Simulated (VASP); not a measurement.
Set up this calculation in VASP 6.6.1, as the native input.

| Property | Result |
| --- | --- |
| Task | dielectric tensor |
| Functional | PBEsol |
| Potentials or basis | VASP PAW PBE potentials, release 64 (Na_pv, Cl) |
| Cutoff | 600 eV |
| k mesh | 14 × 14 × 14 |
| Occupations | gaussian, width 0.03 eV |
| Spin | no spin polarisation |
| Monkhorst-Pack mesh | yes |
| Further INCAR settings | ALGO = Fast; EDIFF = 1e-08 |

The structure of NaCl lies in POSCAR:

```
NaCl                                    
1.0
    0.0000000000      2.7550241949      2.7550241949
    2.7550241949     -0.0000000000      2.7550241949
    2.7550241949      2.7550241949      0.0000000000
  Na              Cl            
     1     1
Direct
     1.0000000000000000    1.0000000000000000    1.0000000000000000
     0.5000000000000000    0.5000000000000000    0.5000000000000000
```

One way to write it, as run:

INCAR

```
SYSTEM = NaCl
  PREC = Accurate
  ENCUT = 600
  EDIFF = 1E-8
  ISMEAR = 0
  SIGMA = 0.03
  LREAL = .FALSE.
  LASPH = .TRUE.
  NELM = 80
  ALGO = Fast
  ISIF = 2
  LWAVE = .FALSE.
  LCHARG = .FALSE.
  GGA = PS
  LEPSILON = .TRUE.
```

KPOINTS

```
regular mesh
0
Monkhorst
  14 14 14
  0 0 0
```

Potentials or basis: VASP PAW PBE potentials, release 64 (Na_pv, Cl).

The run is started by

```sh
$ cat potpaw_PBE.64/Na_pv/POTCAR potpaw_PBE.64/Cl/POTCAR > POTCAR
$ mpirun -np 1 vasp_std > vasp.out
```

Results of the run:

- Electronic dielectric tensor (diagonal): 2.61
- Born charges (mean of the diagonal): Na +1.08; Cl -1.08 e

Run time: 18 min on 1 thread of Intel(R) Xeon(R) Platinum 8375C CPU @ 2.90GHz (Ice Lake) (shared host), peak memory 0.98 GiB.
